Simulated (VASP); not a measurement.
# Quasiparticle energies of CdSe in VASP, part 3 of 4

Aim: the quasiparticle gap of CdSe, and what it costs to get it. The cell is of the zinc-blende type, one of the forms listed for this formula. The start joins lattice constants measured in a paper with the fractional positions of a database entry.

VASP 6.6.1, plane waves and PAW; the level of theory is named at each step.

So far, gap on the k-mesh (eV): step 3 (empty bands, functional PBE) 0.624.

## (4) evGW0 (continued)

Level of this step: evGW0 on PBE; plane waves and PAW (Cd_GW, Se_GW) (VASP).

From OUTCAR (step 4):

```text
The static configuration has the point symmetry T_d .

 Found     16 irreducible k-points:

   k-points           NKPTS =     16   k-points in BZ     NKDIM =    216   number of bands    NBANDS=    360

   NELECT =      18.0000    total number of electrons

 E-fermi :   2.5775

 QP shifts <psi_nk| G(iteration)W_0 |psi_nk>: iteration 1
 for sc-GW calculations column KS-energies equals QP-energies in previous step
 and V_xc(KS)=  KS-energies - (<T + V_ion + V_H > + <T+V_H+V_ion>^1  + <V_x>^1)
 k-point   1 :       0.0000    0.0000    0.0000
  band No.  KS-energies  QP-energies   sigma(KS)   V_xc(KS)     V^pw_x(r,r')   Z            occupation Imag(sigma)
    ...
      6      -5.3169      -7.4064     -18.5066     -15.5007     -23.1567       0.6951       2.0000       0.0374
      7       2.2654       1.3774     -13.9431     -12.7419     -15.1817       0.7393       2.0000      -0.1592
      8       2.2654       1.3774     -13.9431     -12.7419     -15.1817       0.7393       2.0000      -0.1592
      9       2.2654       1.3774     -13.9431     -12.7419     -15.1817       0.7393       2.0000      -0.1592
     10       2.8896       2.7909      -9.8031      -9.6763      -6.1705       0.7783       0.0000      -0.2714
     11       8.1951       8.2742      -9.1906      -9.2944      -4.7554       0.7628       0.0000      -0.2218
     12       8.1951       8.2742      -9.1906      -9.2944      -4.7554       0.7628       0.0000      -0.2218
     13       8.1951       8.2742      -9.1906      -9.2944      -4.7554       0.7628       0.0000      -0.2218
    ...

 k-point   2 :       0.1667    0.0000    0.0000
  band No.  KS-energies  QP-energies   sigma(KS)   V_xc(KS)     V^pw_x(r,r')   Z            occupation Imag(sigma)
    ...
      6      -5.3178      -7.4044     -18.5019     -15.4972     -23.1544       0.6944       2.0000       0.0380
      7       0.5403      -0.3645     -12.8086     -11.5693     -14.1330       0.7301       2.0000      -0.1410
      8       2.0486       1.1479     -13.7842     -12.5641     -15.0862       0.7382       2.0000      -0.1566
      9       2.0486       1.1479     -13.7842     -12.5641     -15.0862       0.7382       2.0000      -0.1566
     10       4.1994       4.1184     -10.4366     -10.3315      -6.8115       0.7710       0.0000      -0.2669
     11       7.9679       7.9837      -9.2536      -9.2745      -4.8202       0.7600       0.0000      -0.2285
     12       8.5247       8.6128      -9.2833      -9.4000      -4.7562       0.7550       0.0000      -0.2284
     13       8.5247       8.6128      -9.2833      -9.4000      -4.7562       0.7550       0.0000      -0.2284
    ...

 k-point   3 :       0.3333    0.0000    0.0000
  band No.  KS-energies  QP-energies   sigma(KS)   V_xc(KS)     V^pw_x(r,r')   Z            occupation Imag(sigma)
    ...
      6      -5.3069      -7.3525     -18.3314     -15.3852     -22.9989       0.6943       2.0000       0.0536
      7      -1.3180      -2.3088     -12.4127     -11.0031     -14.6562       0.7029       2.0000      -0.0830
      8       1.6659       0.7482     -13.5409     -12.2901     -14.9653       0.7336       2.0000      -0.1526
      9       1.6659       0.7482     -13.5409     -12.2901     -14.9653       0.7336       2.0000      -0.1526
     10       4.6868       4.6750      -9.7899      -9.7747      -5.7555       0.7742       0.0000      -0.2522
     11       8.7747       8.8405      -9.1453      -9.2325      -4.6080       0.7536       0.0000      -0.2285
     12       8.7747       8.8405      -9.1453      -9.2325      -4.6080       0.7536       0.0000      -0.2285
     13       8.8562       8.8424      -9.4366      -9.4179      -4.6916       0.7403       0.0000      -0.2728
    ...

 QP shifts <psi_nk| G(iteration)W_0 |psi_nk>: iteration 2
 k-point   1 :       0.0000    0.0000    0.0000
  band No. old QP-enery  QP-energies   sigma(KS)   T+V_ion+V_H  V^pw_x(r,r')   Z            occupation Imag(sigma)
    ...
      6      -7.4064      -7.9987     -18.4441      10.1838     -23.1567       0.6937       2.0000       0.0277
      7       1.3774       1.1826     -13.8926      15.0073     -15.1817       0.7415       2.0000      -0.1609
      8       1.3774       1.1826     -13.8926      15.0073     -15.1817       0.7415       2.0000      -0.1609
      9       1.3774       1.1826     -13.8926      15.0073     -15.1817       0.7415       2.0000      -0.1609
     10       2.7909       2.7414      -9.8382      12.5659      -6.1705       0.7830       0.0000      -0.2758
     11       8.2742       8.2633      -9.2296      17.4895      -4.7554       0.7607       0.0000      -0.2258
     12       8.2742       8.2633      -9.2296      17.4895      -4.7554       0.7607       0.0000      -0.2258
     13       8.2742       8.2633      -9.2296      17.4895      -4.7554       0.7607       0.0000      -0.2258
    ...

 QP shifts <psi_nk| G(iteration)W_0 |psi_nk>: iteration 3
 k-point   1 :       0.0000    0.0000    0.0000
  band No. old QP-enery  QP-energies   sigma(KS)   T+V_ion+V_H  V^pw_x(r,r')   Z            occupation Imag(sigma)
    ...
      6      -7.9987      -8.1677     -18.4262      10.1838     -23.1567       0.6936       2.0000       0.0248
      7       1.1826       1.1360     -13.8875      15.0073     -15.1817       0.7422       2.0000      -0.1622
      8       1.1826       1.1360     -13.8875      15.0073     -15.1817       0.7422       2.0000      -0.1622
      9       1.1826       1.1360     -13.8875      15.0073     -15.1817       0.7422       2.0000      -0.1622
     10       2.7414       2.7251      -9.8452      12.5659      -6.1705       0.7855       0.0000      -0.2769
     11       8.2633       8.2550      -9.2370      17.4895      -4.7554       0.7608       0.0000      -0.2265
     12       8.2633       8.2550      -9.2370      17.4895      -4.7554       0.7608       0.0000      -0.2265
     13       8.2633       8.2550      -9.2370      17.4895      -4.7554       0.7608       0.0000      -0.2265
    ...

 QP shifts <psi_nk| G(iteration)W_0 |psi_nk>: iteration 4
 k-point   1 :       0.0000    0.0000    0.0000
  band No. old QP-enery  QP-energies   sigma(KS)   T+V_ion+V_H  V^pw_x(r,r')   Z            occupation Imag(sigma)
    ...
      6      -8.1677      -8.2157     -18.4207      10.1838     -23.1567       0.6935       2.0000       0.0240
      7       1.1360       1.1241     -13.8873      15.0073     -15.1817       0.7423       2.0000      -0.1626
      8       1.1360       1.1241     -13.8873      15.0073     -15.1817       0.7423       2.0000      -0.1626
      9       1.1360       1.1241     -13.8873      15.0073     -15.1817       0.7423       2.0000      -0.1626
     10       2.7251       2.7204      -9.8468      12.5659      -6.1705       0.7883       0.0000      -0.2772
     11       8.2550       8.2521      -9.2383      17.4895      -4.7554       0.7610       0.0000      -0.2266
     12       8.2550       8.2521      -9.2383      17.4895      -4.7554       0.7610       0.0000      -0.2266
     13       8.2550       8.2521      -9.2383      17.4895      -4.7554       0.7610       0.0000      -0.2266
    ...

[... 7 parts as in an earlier step ...]

[... 26 further parts left out ...]
```

Numbers from this step:

```
quasiparticle gap on the mesh                 : 1.596 eV
smallest direct quasiparticle gap on the mesh : 1.596 eV
gap of the starting orbitals on the mesh      : 0.6242 eV
```

QP gap by iteration, by row:

```
iteration  gap (eV)  direct gap (eV)
        1     1.413            1.413
        2     1.559            1.559
        3     1.589            1.589
        4     1.596            1.596
```

GW takes the gap from 0.624 to 1.596 eV. The last pass still moved it by +7 meV. Spin-orbit coupling is left out. The value holds for 360 bands, ENCUTGW = 200 eV and this mesh, and isn't shown to be converged in them.

## (5) QPGW0

This step: QPGW0 on PBE; plane waves and PAW (Cd_GW, Se_GW) (VASP 6.6.1).

Here the orbitals are updated too, by diagonalising a Hermitian self-energy in the bands up to NBANDSGW.

Input file INCAR:

```
SYSTEM = CdSe
PREC = Accurate
ENCUT = 300
ISMEAR = 0
SIGMA = 0.01
LREAL = .FALSE.
GGA = PE
NBANDS = 360
ALGO = QPGW0
NELMGW = 4
ENCUTGW = 200
NOMEGA = 48
PRECFOCK = Fast
NBANDSGW = 32
LWAVE = .FALSE.
LCHARG = .FALSE.
```

Input file POSCAR:

```
CdSe
1.0
    0.0000000000      3.0250000000      3.0250000000
    3.0250000000      0.0000000000      3.0250000000
    3.0250000000      3.0250000000      0.0000000000
Cd Se
1 1
Direct
    0.0000000000      0.0000000000      0.0000000000
    0.7500000000      0.7500000000      0.7500000000
```

Input file KPOINTS:

```
Automatic mesh
0
Gamma
6 6 6
0 0 0
```

Potentials, in the order of the species: Cd_GW and Se_GW (PBE family, release 64).

Started as:

```
$ mpirun -np 8 vasp_std
```

What it wrote:

```text
[banner, memory and clock lines left out]
running    8 mpi-ranks, on    1 nodes
[...]
|                                                                             |
|           W    W    AA    RRRRR   N    N  II  N    N   GGGG   !!!           |
|           W    W   A  A   R    R  NN   N  II  NN   N  G    G  !!!           |
|           W    W  A    A  R    R  N N  N  II  N N  N  G       !!!           |
|           W WW W  AAAAAA  RRRRR   N  N N  II  N  N N  G  GGG   !            |
|           WW  WW  A    A  R   R   N   NN  II  N   NN  G    G                |
|           W    W  A    A  R    R  N    N  II  N    N   GGGG   !!!           |
|                                                                             |
|     For optimal performance we recommend to set                             |
|       NCORE = 2 up to number-of-cores-per-socket                            |
|     NCORE specifies how many cores store one orbital (NPAR=cpu/NCORE).      |
|     This setting can greatly improve the performance of VASP for DFT.       |
|     The default, NCORE=1 might be grossly inefficient on modern             |
|     multi-core architectures or massively parallel machines. Do your        |
|     Unfortunately you need to use the default for GW and RPA                |
|     calculations (for HF NCORE is supported but not extensively tested      |
|     yet).                                                                   |
|                                                                             |

|                                                                             |
|           W    W    AA    RRRRR   N    N  II  N    N   GGGG   !!!           |
|           W    W   A  A   R    R  NN   N  II  NN   N  G    G  !!!           |
|           W    W  A    A  R    R  N N  N  II  N N  N  G       !!!           |
|           W WW W  AAAAAA  RRRRR   N  N N  II  N  N N  G  GGG   !            |
|           WW  WW  A    A  R   R   N   NN  II  N   NN  G    G                |
|           W    W  A    A  R    R  N    N  II  N    N   GGGG   !!!           |
|                                                                             |
|     The default for ENCUTGWSOFT is different in this version of VASP.       |
|     please manually set ENCUTGWSOFT =200 in the INCAR file.                 |
|                                                                             |

 LDA part: xc-table for (Slater+PW92), standard interpolation
 found WAVECAR, reading the header
 POSCAR, INCAR and KPOINTS ok, starting setup
[...]
reading WAVECAR
 the WAVECAR file was read successfully
 initial charge from wavefunction
 available memory per node:     88.02 GB, setting MAXMEM to     90136

 The Fermi energy was updated, please check that it is located mid-gap
[...]
total number of BLAS operations      56093.17 Gflops
NQ=  15   -0.3333    0.3333    0.1667,
|.........|.........|.........|.........|.........|.........|.........|.........
 performed      61892000 updates of chi_q(r,r)
 total number of BLAS operations      62098.74 Gflops
NQ=  16   -0.3333    0.5000    0.1667,
|.........|.........|.........|.........|.........|.........|.........|.........
 performed      66459000 updates of chi_q(r,r)
 total number of BLAS operations      66834.06 Gflops
 resolving degeneracies of screened two electron integrals

 QP shifts <psi_nk| G(iteration)W_0 |psi_nk>: iteration 2
 NQ=           1  operations          48
 NQ=           2  operations           6
 NQ=           3  operations           6
 NQ=           4  operations          12
 NQ=           5  operations           8
 NQ=           6  operations           2
 NQ=           7  operations           2
 NQ=           8  operations           2
 NQ=           9  operations           4
 NQ=          10  operations           8
 NQ=          11  operations           2
 NQ=          12  operations           4
 NQ=          13  operations          16
 NQ=          14  operations           2
 NQ=          15  operations           2
 NQ=          16  operations           4
 allocating   6 responsefunctions rank=   368
 shmem allocating  48 responsefunctions rank=   368
 response function shared by NCSHMEM nodes    1
 Doing            6  frequencies on each core in blocks of           48
NQ=   1    0.0000    0.0000    0.0000,
|.........|.........|.........|.........|.........|.........|.........|.........
 performed       1733000 updates of chi_q(r,r)
 total number of BLAS operations       1593.57 Gflops
NQ=   2    0.1667    0.0000    0.0000,
|.........|.........|.........|.........|.........|.........|.........|.........
 performed       5033000 updates of chi_q(r,r)
 total number of BLAS operations       4717.68 Gflops
NQ=   3    0.3333    0.0000    0.0000,
|.........|.........|.........|.........|.........|.........|.........|.........
 performed       8333000 updates of chi_q(r,r)
 total number of BLAS operations       8120.19 Gflops
NQ=   4    0.5000    0.0000    0.0000,
|.........|.........|.........|.........|.........|.........|.........|.........
 performed      11080000 updates of chi_q(r,r)
 total number of BLAS operations      10720.83 Gflops
NQ=   5    0.1667    0.1667    0.0000,
|.........|.........|.........|.........|.........|.........|.........|.........
 performed      14380000 updates of chi_q(r,r)
 total number of BLAS operations      13973.38 Gflops
NQ=   6    0.3333    0.1667    0.0000,
|.........|.........|.........|.........|.........|.........|.........|.........
 performed      19661000 updates of chi_q(r,r)
 total number of BLAS operations      19178.86 Gflops
NQ=   7    0.5000    0.1667    0.0000,
|.........|.........|.........|.........|.........|.........|.........|.........
 performed      24942000 updates of chi_q(r,r)
 total number of BLAS operations      24624.32 Gflops
NQ=   8   -0.3333    0.1667    0.0000,
|.........|.........|.........|.........|.........|.........|.........|.........
 performed      30223000 updates of chi_q(r,r)
 total number of BLAS operations      30009.29 Gflops
NQ=   9   -0.1667    0.1667    0.0000,
|.........|.........|.........|.........|.........|.........|.........|.........
 performed      34767000 updates of chi_q(r,r)
 total number of BLAS operations      34642.52 Gflops
NQ=  10    0.3333    0.3333    0.0000,
[key lines of the parts left out:]
E-fermi :   2.5775
```

Run time: 1.5 h. Hardware: 8 MPI ranks of AMD EPYC 7R43, shared host.

The run was cut off at its time limit.

More ranks or a longer limit would be the way on.

## (6) Orbitals for another starting point

This step: PBE; plane waves and PAW (Cd_GW, Se_GW) (VASP 6.6.1).

A hybrid converges faster from good orbitals, so a cheap PBE run writes WAVECAR first.

Input file INCAR:

```
SYSTEM = CdSe
PREC = Accurate
ENCUT = 300
EDIFF = 1E-05
NELM = 100
ISMEAR = 0
SIGMA = 0.01
LREAL = .FALSE.
ALGO = Normal
GGA = PE
NBANDS = 15
LORBIT = 11
LWAVE = .TRUE.
LCHARG = .FALSE.
KPAR = 8
```

POSCAR is that of step 5.

KPOINTS is that of step 5.

Started as:

```
$ mpirun -np 8 vasp_std
```

What it wrote:

```text
[banner, memory and clock lines left out]
running    8 mpi-ranks, on    1 nodes
 distrk:  each k-point on    1 cores,    8 groups
 distr:  one band on    1 cores,    1 groups

 POSCAR found type information on POSCAR CdSe
 POSCAR found :  2 types and       2 ions
 [... a notice as in an earlier step ...]

 LDA part: xc-table for (Slater+PW92), standard interpolation
 POSCAR, INCAR and KPOINTS ok, starting setup
 FFT: planning ... GRIDC
 FFT: planning ... GRID_SOFT
 FFT: planning ... GRID
 WAVECAR not read
 entering main loop
       N       E                     dE             d eps       ncg     rms          rms(c)
[... 11 cycles as in an earlier step ...]
DAV:  12    -0.547900596566E+01    0.18919E-05   -0.13950E-05   506   0.451E-02
   1 F= -.54790060E+01 E0= -.54790060E+01  d E =-.217028E-50
 writing wavefunctions
```

The job ended after 2.4 s (8 MPI ranks; peak memory 0.93 GiB; 14 s of CPU time).

From OUTCAR (step 6):

```text
   NELECT =      18.0000    total number of electrons

 E-fermi :   2.3689

 k-point     1 :       0.0000    0.0000    0.0000
  band No.  band energies     occupation
    ...
      5      -5.3182      2.00000
      6      -5.3182      2.00000
      7       2.2654      2.00000
      8       2.2654      2.00000
      9       2.2654      2.00000
     10       2.8888      0.00000
     11       8.1950      0.00000
     12       8.1950      0.00000
     13       8.1950      0.00000
     14      12.1022      0.00000
    ...

  Total        1.2834981      1.2834981      1.2834981      0.0000000      0.0000000      0.0000000
  in kB       37.1449421     37.1449421     37.1449421      0.0000000      0.0000000      0.0000000
  external PRESSURE =      37.1449421 kB  Pullay stress =       0.0000000 kB

 POSITION                                       TOTAL-FORCE (eV/Angst)
 -----------------------------------------------------------------------------------
      0.00000      0.00000      0.00000         0.000000      0.000000      0.000000
      4.53750      4.53750      4.53750        -0.000000     -0.000000     -0.000000
 -----------------------------------------------------------------------------------
    total drift:                               -0.000001     -0.000001     -0.000001

  FREE ENERGIE OF THE ION-ELECTRON SYSTEM (eV)
  ---------------------------------------------------
  free  energy   TOTEN  =        -5.4790059657 eV

  energy  without entropy=       -5.4790059657  energy(sigma->0) =       -5.47900597

[... 8 parts as in an earlier step ...]

[... 9 further parts left out ...]
```

Numbers from this step:

```yaml
fermi_energy: 2.369 eV
pressure: 3.714 GPa
gap_on_the_k_mesh: 0.6234 eV
least_direct_gap_on_the_k_mesh: 0.6234 eV
```

The run ends at a pressure of 3.71 GPa.

(Part 3 of 4 ends here.)

[Lines on the potential files, build, host, timing and source positions are cut from VASP's logs without a mark.]

[Logs are printed without paths, hosts, clocks, repeated set-up lines and the standing remarks that a program may print on its own settings, such as how far it seeks lower states.]

[Hosts, paths, dates, database ids (printed as entryN), source tags and the programs' standing remarks are cut or masked in the printed files.]

[Pressures printed for these runs are not shown converged in the cutoff: they can be off by several GPa and have the wrong sign.]
